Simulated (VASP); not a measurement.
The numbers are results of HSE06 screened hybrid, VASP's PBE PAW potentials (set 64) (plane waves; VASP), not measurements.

VASP ran on this input.

KPOINTS_OPT:
```
named points and PBE's band edges
6
Reciprocal
  0.000000   0.000000   0.000000 1 ! GAMMA
  0.500000   0.500000   0.500000 1 ! R
  0.500000   0.500000   0.000000 1 ! M
  0.000000   0.500000   0.000000 1 ! X
  0.000000   0.035710   0.000000 1 ! near an edge
  0.035710   0.035710   0.000000 1 ! near an edge
```

File POSCAR:
```
K4BrCl3
1.0
  6.4851158367   0.0000000000   0.0000000000
  0.0000000000   6.4851158367   0.0000000000
  0.0000000000   0.0000000000   6.4851158367
K Cl Br
4 3 1
direct
  0.0000000000   0.0000000000   0.0000000000
  0.5000000000   0.5000000000   0.0000000000
  0.5000000000   0.0000000000   0.5000000000
  0.0000000000   0.5000000000   0.5000000000
  0.5000000000   0.5000000000   0.5000000000
  0.0000000000   0.0000000000   0.5000000000
  0.0000000000   0.5000000000   0.0000000000
  0.5000000000   0.0000000000   0.0000000000
```

File KPOINTS:
```
kpoints
0
Gamma
 4 4 4
```

INCAR:
```
SYSTEM = K4BrCl3
PREC = Accurate
ENCUT = 400
EDIFF = 1E-6
NELM = 60
ALGO = Normal
LREAL = .FALSE.
LASPH = .TRUE.
ISMEAR = 0
SIGMA = 0.05
GGA = PE
HFSCREEN = 0.2
AEXX = 0.25
LHFCALC = .TRUE.
PRECFOCK = Fast
ISYM = 3
LMAXMIX = 4
LWAVE = .FALSE.
LCHARG = .FALSE.
ISIF = 2
```

POTCAR, in this order: K_sv Cl Br (PBE.64 set). Program: vasp_std. Read from the step before: WAVECAR.

Predict the energy per atom (σ→0), band gap (over the mesh, the named points and PBE's band edges).

```yaml
energy per atom (σ→0): -371.2 kJ/mol-atom
band gap (over the mesh, the named points and PBE's band edges): 6.04 eV
```

OSZICAR:
```
...
DAV:   4    -0.307780228781E+02    0.29163E-03   -0.79123E-04   870   0.136E-01    0.457E-01
DAV:   5    -0.307779650508E+02    0.57827E-04   -0.14728E-04  1026   0.576E-02    0.261E-01
DAV:   6    -0.307779464767E+02    0.18574E-04   -0.27469E-05  1080   0.249E-02    0.151E-01
DAV:   7    -0.307779407916E+02    0.56851E-05   -0.77058E-06   840   0.155E-02    0.884E-02
DAV:   8    -0.307779396727E+02    0.11190E-05   -0.29328E-06   780   0.985E-03    0.523E-02
DAV:   9    -0.307779396431E+02    0.29550E-07   -0.11173E-06   554   0.631E-03
   1 F= -.30777940E+02 E0= -.30777940E+02  d E =-.252330E-20
       N       E                     dE             ncg
```

The structure was generated: K4BrCl3 was put into an ordered model structure (Pm-3m), which need not be its known phase. It was relaxed first, which changed the volume by +6 %.
